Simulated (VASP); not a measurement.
# BaHfO3: single point with PBE0

Crystal: BaHfO3.

```xyz
5
Lattice="4.1535 0.0000 0.0000 0.0000 4.1535 0.0000 0.0000 0.0000 4.1535" Properties=species:S:1:pos:R:3 pbc="T T T"
Ba    2.0768    2.0768    2.0768
Hf    0.0000    0.0000    0.0000
O     0.0000    2.0768    0.0000
O     2.0768    0.0000    0.0000
O     0.0000    0.0000    2.0768
```

The cell comes from a database or a generator and needn't be the stable form of this composition.

* Program: VASP 6.6.1
* Task: single point
* Functional: PBE0
* Potentials or basis: VASP PAW PBE potentials, release 64 (Ba_sv, Hf_pv, O)
* Cutoff: 520 eV
* k mesh: 4 × 4 × 4
* Occupations: gaussian, width 0.02 eV
* Spin: no spin polarisation

| Quantity | Value |
| --- | --- |
| Pressure | 1.5 GPa |
| Band gap on the k mesh | 5.84 eV, indirect (least direct gap 6.08 eV) |

Levels at points of the mesh, in eV from the valence-band top:
```tsv
k point	band 16	band 17	band 18	band 19	band 20	band 21	band 22	band 23
(0.00, 0.00, 0.00)	-1.08	-0.24	-0.24	-0.24	5.84	5.84	5.84	6.95
(0.50, 0.00, 0.00)	-1.85	-1.82	-0.60	-0.60	6.46	8.93	8.93	8.93
(0.50, 0.50, 0.00)	-1.16	-0.99	-0.99	-0.08	8.81	8.81	9.11	9.42
(0.50, 0.50, 0.50)	-2.68	0.00	0.00	0.00	8.42	8.42	8.42	10.61
```

It took 9.5 min on 1 thread of Intel(R) Xeon(R) 6975P-C (Granite Rapids), on a shared host, peak memory 0.2 GiB.

Caveat: the PAW data sets were made with another functional, which shifts forces and pressure a little; spin-orbit coupling is left out, which moves the levels of the heavy elements. A k mesh can miss the band edges.
